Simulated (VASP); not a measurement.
Method: PBE GGA, VASP's PBE PAW potentials (set 64) (plane waves; VASP).

The input files of a VASP run:

**INCAR**
```
PREC=Accurate
SYSTEM=AlN
LCHARG=F
ISMEAR=-1   # Fermi-Dirac
ENCUT=400   # plane-wave cut-off (eV)
ALGO=Normal   # blocked Davidson
LREAL=F   # projection in real space or not
GGA=PE
LASPH=T
LWAVE=F
SIGMA=0.1   # width (eV)
NELM=100
EDIFF=1E-6   # SCF stop (eV)
ISIF=2
```

POSCAR:
```
AlN
10.3581570
  0.3054607108   0.0000000000   0.0000000000
 -0.1527303554   0.2645367318   0.0000000000
  0.0000000000   0.0000000000   1.0000000000
Al N
4 4
Cartesian
  0.0000000000   0.0000000000   0.0000000000
  0.0000000000   0.0000000000   0.5000000000
  0.1527305081   0.0881788224   0.7501800000
 -0.0000001527   0.1763579094   0.2501800000
  0.0000000000   0.0000000000   0.8121600000
  0.0000000000   0.0000000000   0.3121600000
  0.1527305081   0.0881788224   0.5632900000
 -0.0000001527   0.1763579094   0.0632900000
```

File KPOINTS:
```
Automatic mesh
0
G
12 12 4
0 0 0
```

POTCAR, in this order: Al N (PBE.64 set). Program: vasp_std.

Output of the run:

File OSZICAR:
```
       N       E                     dE             d eps       ncg     rms          rms(c)
DAV:   1     0.105235686074E+03    0.10524E+03   -0.12585E+04  2402   0.107E+03
DAV:   2    -0.590877538457E+02   -0.16432E+03   -0.15564E+03  3408   0.230E+02
DAV:   3    -0.681333852886E+02   -0.90456E+01   -0.90050E+01  2939   0.608E+01
DAV:   4    -0.682322567420E+02   -0.98871E-01   -0.98780E-01  2874   0.716E+00
DAV:   5    -0.682341164835E+02   -0.18597E-02   -0.18596E-02  2909   0.974E-01    0.165E+01
DAV:   6    -0.593346254839E+02    0.88995E+01   -0.40756E+01  2734   0.340E+01    0.601E+00
DAV:   7    -0.593576967427E+02   -0.23071E-01   -0.89159E-01  2794   0.598E+00    0.408E+00
DAV:   8    -0.593376253555E+02    0.20071E-01   -0.10069E-01  2704   0.272E+00    0.517E-01
DAV:   9    -0.593341619735E+02    0.34634E-02   -0.17779E-02  2939   0.736E-01    0.320E-01
DAV:  10    -0.593353859471E+02   -0.12240E-02   -0.51364E-03  2889   0.418E-01    0.164E-01
DAV:  11    -0.593352007084E+02    0.18524E-03   -0.61328E-04  2849   0.149E-01    0.537E-02
DAV:  12    -0.593351980972E+02    0.26112E-05   -0.49595E-05  2852   0.479E-02    0.243E-02
DAV:  13    -0.593351973223E+02    0.77486E-06   -0.26875E-06  2384   0.114E-02
   1 F= -.59335197E+02 E0= -.59335197E+02  d E =-.210609E-08
```

**OUTCAR**
```
------------------------ aborting loop because EDIFF is reached ----------------------------------------
  FORCE on cell =-STRESS in cart. coord.  units (eV):
  Direction    XX          YY          ZZ          XY          YZ          ZX
  --------------------------------------------------------------------------------------
  Total       -6.5588758     -6.5588756     -7.7488133      0.0000000      0.0000000     -0.0000000
  in kB     -117.0175974   -117.0175942   -138.2473999      0.0000000      0.0000000     -0.0000000
  external PRESSURE =    -124.0941972 kB  Pullay stress =       0.0000000 kB
  volume of cell :       89.80
      direct lattice vectors                 reciprocal lattice vectors
     3.164010000  0.000000000  0.000000000     0.316054627  0.182474226  0.000000000
    -1.582005000  2.740113000  0.000000000     0.000000000  0.364948453  0.000000000
     0.000000000  0.000000000 10.358157000     0.000000000  0.000000000  0.096542271
  FREE ENERGIE OF THE ION-ELECTRON SYSTEM (eV)
  ---------------------------------------------------
  free  energy   TOTEN  =       -59.3351973223 eV

  energy  without entropy=      -59.3351973202  energy(sigma->0) =      -59.33519732
```
(Selected blocks of OUTCAR.)

At this cut-off the stress carries a Pulay error, which pulls relaxed volumes low.

The structure was generated: AlN was put into an ordered model structure, which need not be its known phase. The cell was not relaxed at this level.
